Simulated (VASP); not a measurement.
Level of theory: r2SCAN meta-GGA, VASP's PBE PAW potentials (set 64) (plane waves; VASP).

VASP input:

POSCAR:
```
RuAs
1
    3.0577638582     0.0000000000     0.0000000000
    0.0000000000     3.0577638582     0.0000000000
   -0.0000000000    -0.0000000000     3.0577638582
Ru As
1 1
Direct
  0.0000000000   0.0000000000   0.0000000000
  0.5000000000   0.5000000000   0.5000000000
```

### KPOINTS
```
Regular mesh
0
G
  11 11 11
0 0 0
```

INCAR:
```
ALGO  =  Normal
EDIFF  =  1E-6
EDIFFG  =  -0.01
ENCUT  =  400
IBRION  =  2
ISIF  =  3
ISMEAR  =  1
LASPH  =  T
LCHARG  =  F
LMAXMIX  =  4
LMIXTAU  =  T
LREAL  =  F
LWAVE  =  F
METAGGA  =  R2SCAN
NELM  =  100
NSW  =  60
PREC  =  Accurate
SIGMA  =  0.1
SYSTEM  =  RuAs
```

POTCAR, in this order: Ru_pv As (PBE.64 set). Program: vasp_std.

The run wrote:

OUTCAR:
```
 ion  position               nearest neighbor table
   1  0.000  0.000  0.000-   2 2.65   2 2.65   2 2.65   2 2.65   2 2.65   2 2.65   2 2.65   2 2.65
  LATTYP: Found a simple cubic cell.
 ALAT       =     3.0577638582
 Subroutine PRICEL returns:
 Original cell was already a primitive cell.
 Subroutine GETGRP returns: Found 48 space group operations
The static configuration has the point symmetry O_h .
The dynamic configuration has the point symmetry O_h .
 Subroutine INISYM returns: Found 48 space group operations
 Subroutine IBZKPT returns following result:
 Found     56 irreducible k-points:

 Following reciprocal coordinates:
            Coordinates               Weight
  0.000000  0.000000  0.000000      1.000000
  0.090909  0.000000  0.000000      6.000000
  0.181818  0.000000  0.000000      6.000000
  0.272727  0.000000  0.000000      6.000000
  0.363636  0.000000  0.000000      6.000000
  0.454545  0.000000  0.000000      6.000000
  0.090909  0.090909  0.000000     12.000000
  0.181818  0.090909  0.000000     24.000000
  0.272727  0.090909  0.000000     24.000000
  0.363636  0.090909  0.000000     24.000000
  0.454545  0.090909  0.000000     24.000000
  0.181818  0.181818  0.000000     12.000000
  0.272727  0.181818  0.000000     24.000000
  0.363636  0.181818  0.000000     24.000000
  0.454545  0.181818  0.000000     24.000000
  0.272727  0.272727  0.000000     12.000000
  0.363636  0.272727  0.000000     24.000000
  0.454545  0.272727  0.000000     24.000000
  0.363636  0.363636  0.000000     12.000000
  0.454545  0.363636  0.000000     24.000000
  0.454545  0.454545  0.000000     12.000000
  0.090909  0.090909  0.090909      8.000000
  0.181818  0.090909  0.090909     24.000000
  0.272727  0.090909  0.090909     24.000000
  0.363636  0.090909  0.090909     24.000000
...
```

File OSZICAR:
```
       N       E                     dE             d eps       ncg     rms          rms(c)
DAV:   1     0.842267726156E+02    0.84227E+02   -0.96382E+03  1528   0.116E+03
DAV:   2    -0.425612166911E+02   -0.12679E+03   -0.12420E+03  1676   0.329E+02
DAV:   3    -0.455547430033E+02   -0.29935E+01   -0.29736E+01  1809   0.512E+01
DAV:   4    -0.455848841373E+02   -0.30141E-01   -0.30122E-01  1796   0.487E+00
DAV:   5    -0.455856952180E+02   -0.81108E-03   -0.81106E-03  1936   0.538E-01    0.149E+01
DAV:   6    -0.401505963132E+02    0.54351E+01   -0.77460E+00  1466   0.350E+01    0.490E+00
DAV:   7    -0.399716661529E+02    0.17893E+00   -0.13356E+00  1481   0.136E+01    0.311E+00
DAV:   8    -0.399928729920E+02   -0.21207E-01   -0.43766E-02  1491   0.215E+00    0.136E+00
DAV:   9    -0.399885344901E+02    0.43385E-02   -0.50442E-02  1486   0.274E+00    0.236E-01
DAV:  10    -0.399898802153E+02   -0.13457E-02   -0.10333E-02  1611   0.110E+00    0.107E-01
DAV:  11    -0.399896230665E+02    0.25715E-03   -0.36686E-03  1636   0.546E-01    0.914E-02
DAV:  12    -0.399908321006E+02   -0.12090E-02   -0.15789E-03  1636   0.435E-01    0.326E-02
DAV:  13    -0.399908490465E+02   -0.16946E-04   -0.72391E-05  1821   0.102E-01    0.368E-03
DAV:  14    -0.399908514934E+02   -0.24470E-05   -0.16747E-06  1372   0.123E-02    0.398E-03
DAV:  15    -0.399908511594E+02    0.33407E-06   -0.91343E-07   923   0.100E-02
   1 F= -.39990851E+02 E0= -.39990507E+02  d E =-.399909E+02
```

### OUTCAR
```
------------------------ aborting loop because EDIFF is reached ----------------------------------------
  FORCE on cell =-STRESS in cart. coord.  units (eV):
  Direction    XX          YY          ZZ          XY          YZ          ZX
  --------------------------------------------------------------------------------------
  Total        0.0109195      0.0109195      0.0109195     -0.0000000      0.0000000     -0.0000000
  in kB        0.6119313      0.6119313      0.6119313     -0.0000000      0.0000000     -0.0000000
  external PRESSURE =       0.6119313 kB  Pullay stress =       0.0000000 kB
  volume of cell :       28.59
      direct lattice vectors                 reciprocal lattice vectors
     3.057763858  0.000000000  0.000000000     0.327036372  0.000000000  0.000000000
     0.000000000  3.057763858  0.000000000     0.000000000  0.327036372  0.000000000
     0.000000000  0.000000000  3.057763858     0.000000000  0.000000000  0.327036372
 POSITION                                       TOTAL-FORCE (eV/Angst)
 -----------------------------------------------------------------------------------
      0.00000      0.00000      0.00000         0.000000      0.000000      0.000000
      1.52888      1.52888      1.52888         0.000000      0.000000      0.000000
 -----------------------------------------------------------------------------------
    total drift:                                0.000000      0.000000     -0.000000
  FREE ENERGIE OF THE ION-ELECTRON SYSTEM (eV)
  ---------------------------------------------------
  free  energy   TOTEN  =       -39.9908511594 eV

  energy  without entropy=      -39.9898171980  energy(sigma->0) =      -39.99050651

 reached required accuracy - stopping structural energy minimisation
```
(Selected blocks of OUTCAR.)

The structure was generated: RuAs was put into the CsCl type type (Pm-3m), which need not be its known phase. It was relaxed first, which changed the volume by -30 %. The start is the result of an earlier pass. The electron count is odd and the run is not spin-polarised, which forces a metal.
